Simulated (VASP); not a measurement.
P (black): the cohesive energy from VASP (plane waves, PAW) at several levels of theory. Atoms are spin-polarised in a large box without symmetry, with the spin fixed by Hund's rule, and may not be in the lowest state of each functional; no zero-point energy is added. Without a dispersion term in the relaxation, distances and binding between the weakly bound layers, chains or molecules are unreliable, and so is what depends on them.

```json
[
 {"level": "LDA", "cohesive energy (eV/atom)": "4.52"},
 {"level": "PBEsol", "cohesive energy (eV/atom)": "3.91"},
 {"level": "PBE-D3(BJ)", "cohesive energy (eV/atom)": "3.85"}
]
```

The cell of the LDA run:

```xyz
4
Lattice="1.6556 -5.0804 0.0000 1.6556 5.0804 0.0000 0.0000 0.0000 4.1202" Properties=species:S:1:pos:R:3 pbc="T T T"
P      1.6556     3.9969     3.8287
P      1.6556     1.0835     1.7686
P      1.6556    -1.0835     2.3515
P      1.6556    -3.9969     0.2914
```

Only levels that ran to the end are used. Left out are those held back, those with too coarse a band path, GW runs whose mesh misses a band edge, hybrids' fits of cells that aren't cubic and levels without matching references; a question may draw on a part of the rest.

The compound is P in the black structure.
